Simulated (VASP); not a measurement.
OSZICAR of a VASP run on AgCl (rock salt):

File OSZICAR:
```
       N       E                     dE             d eps       ncg     rms          rms(c)
DAV:   1     0.803315658016E+02    0.80332E+02   -0.91807E+03   754   0.130E+03
DAV:   2    -0.293478747789E+02   -0.10968E+03   -0.10272E+03   944   0.264E+02
DAV:   3    -0.336226911141E+02   -0.42748E+01   -0.42635E+01   864   0.570E+01
DAV:   4    -0.336553362608E+02   -0.32645E-01   -0.32642E-01   869   0.550E+00
DAV:   5    -0.336558375138E+02   -0.50125E-03   -0.50125E-03   899   0.685E-01    0.804E+00
DAV:   6    -0.285833005556E+02    0.50725E+01   -0.45376E+00   754   0.260E+01    0.731E+00
DAV:   7    -0.286189380312E+02   -0.35637E-01   -0.22878E-01   759   0.648E+00    0.435E+00
DAV:   8    -0.285621679900E+02    0.56770E-01   -0.22308E-01   754   0.523E+00    0.129E+00
DAV:   9    -0.286083189444E+02   -0.46151E-01   -0.49491E-02   764   0.257E+00    0.470E-01
DAV:  10    -0.286132098645E+02   -0.48909E-02   -0.64609E-03   769   0.115E+00    0.225E-01
DAV:  11    -0.286135569422E+02   -0.34708E-03   -0.44857E-03   829   0.648E-01    0.144E-01
DAV:  12    -0.286137391359E+02   -0.18219E-03   -0.87007E-04   774   0.309E-01    0.638E-02
DAV:  13    -0.286137713174E+02   -0.32182E-04   -0.44382E-04   764   0.309E-01    0.496E-02
DAV:  14    -0.286139002985E+02   -0.12898E-03   -0.44612E-05   789   0.644E-02    0.453E-02
DAV:  15    -0.286139194152E+02   -0.19117E-04   -0.62264E-05   764   0.106E-01    0.839E-03
DAV:  16    -0.286139181814E+02    0.12338E-05   -0.48415E-06   794   0.239E-02    0.296E-03
DAV:  17    -0.286139188956E+02   -0.71418E-06   -0.31628E-07   824   0.609E-03    0.281E-03
DAV:  18    -0.286139192135E+02   -0.31788E-06   -0.18928E-08   392   0.228E-03    0.141E-03
DAV:  19    -0.286139194182E+02   -0.20471E-06   -0.63099E-08   382   0.208E-03    0.403E-04
DAV:  20    -0.286139194967E+02   -0.78508E-07   -0.15584E-08   377   0.140E-03
   1 F= -.28613919E+02 E0= -.28613919E+02  d E =-.134068E-13
```

### Question
Which electronic solver shows in the log?

### Answer
It is blocked Davidson (ALGO = Normal, or the opening steps of other solvers). The INCAR had ALGO = Normal.

### Question
Can the final energy be trusted as converged?

### Answer
Self-consistency was reached. It stopped with EDIFF = 1E-7, NELM = 100 (r2SCAN meta-GGA, plane waves, VASP's PBE PAW potentials (set 64)).

The compound is AgCl in the rock salt structure. This cell is one point of a volume scan, at 0.94 of the reference volume.
